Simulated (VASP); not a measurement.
Set up this calculation in VASP 6.6.1, as the native input.

```
Task                   : single point
Functional             : PBE
Potentials or basis    : VASP PAW PBE potentials, release 64 (Ir, P)
Cutoff                 : 520 eV
k mesh                 : 6 × 5 × 3
Occupations            : fermi-dirac, width 0.1 eV
Spin                   : no spin polarisation
Dipole correction      : no
Further INCAR settings : ALGO = Normal; EDIFF = 1e-07; NBANDS = 22
```

The structure of PIr lies in POSCAR:

```
PIr
1.0
    2.7875100000      0.0000000000      0.0000000000
    0.0000000000      3.6153690000      0.0000000000
    0.0000000000      0.0000000000      6.1457750000
Ir P
2 2
Direct
    0.2500000000      0.7500000000      0.4527000000
    0.7500000000      0.2500000000      0.5473000000
    0.2500000000      0.2500000000      0.2213000000
    0.7500000000      0.7500000000      0.7787000000
```

The cell was built by a generator and needn't be a form met in nature.

One way to write it, as run:

INCAR

```
PREC = Accurate
ENCUT = 520
EDIFF = 1E-7
ISMEAR = -1
SIGMA = 0.1
LREAL = F
LASPH = T
NELM = 80
ALGO = Normal
ISIF = 2
LWAVE = F
LCHARG = F
GGA = PE
NBANDS = 22
```

KPOINTS

```
regular mesh
0
Gamma
  6 5 3
```

Potentials or basis: VASP PAW PBE potentials, release 64 (Ir, P).

The run is started by

```bash
$ cat potpaw_PBE.64/Ir/POTCAR potpaw_PBE.64/P/POTCAR > POTCAR
$ mpirun -np 1 vasp_std > vasp.out
```

Results of the run:

The pressure is 66.4 GPa. The largest force is 5.014 eV/Å. The band gap on the k mesh is none (metal or under the smearing width).

Caveat: the k mesh is coarse (spacing up to 0.38 Å⁻¹), so the values aren't converged; a pressure of tens of GPa on the cell as given is suspect, and the run, the potentials or the cell itself is likely at fault; forces of over 1 eV/Å show positions far from the minimum, so gaps and moduli don't describe the material at rest.

Wall time 22 s on 1 thread of AMD EPYC 9R14 (Zen 4), on a shared host, peak memory 0.16 GiB.
